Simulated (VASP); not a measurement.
Shape and ions are relaxed at each volume.

Energy against volume of ZrB2 (AlB2 type). All values below come from vdW-DF2, VASP's PBE PAW potentials (set 64) (plane waves; VASP).

```tsv
V (Å³/atom)	E (eV/atom)
10.017	-6.20362
10.337	-6.22611
10.657	-6.23339
10.976	-6.22761
11.296	-6.21062
```

Q: Fit a third-order Birch-Murnaghan equation of state.

A: 
The volume per atom is 10.67 Å^3/atom. The bulk modulus is 217 GPa and the pressure derivative of the bulk modulus comes out as 4.08.

The compound is ZrB2 in the AlB2 type structure. It was relaxed first.
